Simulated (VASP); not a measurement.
Crystal: NaF (Villiaumite).

```
CELL_PARAMETERS angstrom
0.00000 2.31406 2.31406
2.31406 0.00000 2.31406
2.31406 2.31406 0.00000
ATOMIC_POSITIONS crystal
Na 0.00000 0.00000 0.00000
F 0.50000 0.50000 0.50000
```

Base run:

* Program: VASP 6.6.1
* Functional: PBE
* Potentials or basis: VASP PAW PBE potentials, release 64 (Na_pv, F)
* Cutoff: 520 eV
* k mesh: 6 × 6 × 6
* Occupations: gaussian, width 0.03 eV
* Spin: no spin polarisation

Its results: band gap on the k mesh 6.32 eV, direct; pressure 2.3 GPa.

Q: The run is repeated on the same cell with these changes: functional from PBE to HSE06; further incar settings from ALGO = Fast; EDIFF = 1e-06; NBANDS = 14 to ALGO = Normal; EDIFF = 1e-06; NBANDS = 14. What comes out?

A: Band gap on the k mesh 8.50 eV, direct; pressure 0.4 GPa.

Caveats: the PAW data sets were made with another functional, which shifts forces and pressure a little (some runs).
